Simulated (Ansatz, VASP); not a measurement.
## Two plane-wave programs on Mg3SeO

```xyz
5
Lattice="4.4950 0.0000 0.0000 0.0000 4.4950 0.0000 0.0000 0.0000 4.4950" Properties=species:S:1:pos:R:3 pbc="T T T"
Mg    0.0000    2.2475    2.2475
Mg    2.2475    0.0000    2.2475
Mg    2.2475    2.2475    0.0000
Se    0.0000    0.0000    0.0000
O     2.2475    2.2475    2.2475
```

Change from the starting cell: species swapped into the Ca3BiN type (Pm-3m, No. 221).

Alike in both runs: task single point; functional PBE; k mesh 4 × 4 × 4; occupations gaussian, width 0.1 eV; no spin polarisation.

|  | VASP | Ansatz |
| --- | --- | --- |
| version | VASP 6.6.1 | Ansatz 0.2.0 |
| potentials or method | VASP PAW PBE potentials, release 64 (Mg, Se, O) | scalar-relativistic, plane waves, PAW |
| plane-wave cutoff (eV) | 520 | 420 |
| valence electrons in the cell | 18 | 52 |

```tsv
	VASP	Ansatz	Ansatz less VASP
gap on the k mesh at the Fermi level (eV)	none	none	-
pressure (GPa)	-3.2	-3.0	+0.24
```

A gap of «none» marks a metal or a gap that the smearing closes. The functional is the same, so the differences come from potentials, cutoffs and numerics. The two sets of potentials don't hold the same shells in valence.
